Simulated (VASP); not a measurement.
Given:

```xyz
3
Lattice="0.0000 3.7365 3.7365 3.7365 0.0000 3.7365 3.7365 3.7365 0.0000" Properties=species:S:1:pos:R:3 pbc="T T T"
K      1.8682     1.8682     1.8682
K      5.6047     5.6047     5.6047
S      0.0000     0.0000     0.0000
```

All values below come from PBE GGA, VASP's PBE PAW potentials (set 64) (plane waves; VASP). Settings: 300 eV cut-off, 6×6×6 Γ-centred mesh, Fermi-Dirac smearing of 0.050 eV, potentials K_sv S.

Give the energies of bands 10 to 15 at the high-symmetry points, in eV from the valence-band maximum.

| band | Γ | X | U | L | W |
|---|---|---|---|---|---|
| 10 | -0.17 | -0.72 | -0.53 | -0.60 | -0.37 |
| 11 | -0.17 | 0.00 | -0.20 | -0.06 | -0.37 |
| 12 | -0.17 | 0.00 | -0.01 | -0.06 | -0.02 |
| 13 | 2.31 | 3.50 | 3.73 | 4.66 | 3.71 |
| 14 | 5.46 | 5.24 | 5.39 | 4.89 | 5.69 |
| 15 | 5.46 | 6.45 | 6.19 | 5.78 | 5.69 |

The gap is indirect, 2.31 eV, from the valence maximum at X to the conduction minimum at Γ.

The structure is a typed K2S crystal (Fm-3m). The cell was not relaxed at this level.
